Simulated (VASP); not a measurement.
Here is the system:

```xyz
2
Lattice="2.7200 0.0000 0.0000 0.0000 2.7200 0.0000 0.0000 0.0000 3.7100" Properties=species:S:1:pos:R:3 pbc="T T T"
Fe     0.0000     0.0000     0.0000
Pt     1.3600     1.3600     1.8550
```
Starting moments (μB, in the order of the record's atoms Fe Pt): 3.0 0.0.

The numbers are results of PBE GGA, VASP's PBE PAW potentials (set 64) (plane waves; VASP), not measurements. Numerical set-up: 400 eV cut-off, KSPACING 0.5 per Å, first-order Methfessel-Paxton smearing of 0.10 eV, potentials Fe Pt.

Q: Give the stress tensor in GPa (positive for a compressed cell).

A: 
```
7.16  0.00  0.00
0.00  7.16  0.00
0.00  0.00  3.77
```
The pressure is its mean diagonal, 6.03 GPa.

The compound is FePt in the L1_0 structure. The cell was not relaxed at this level. The run is one of a series of settings (KGAMMA = .TRUE., KSPACING = 0.5, KPOINTS file removed against the base run), some of them coarse on purpose.
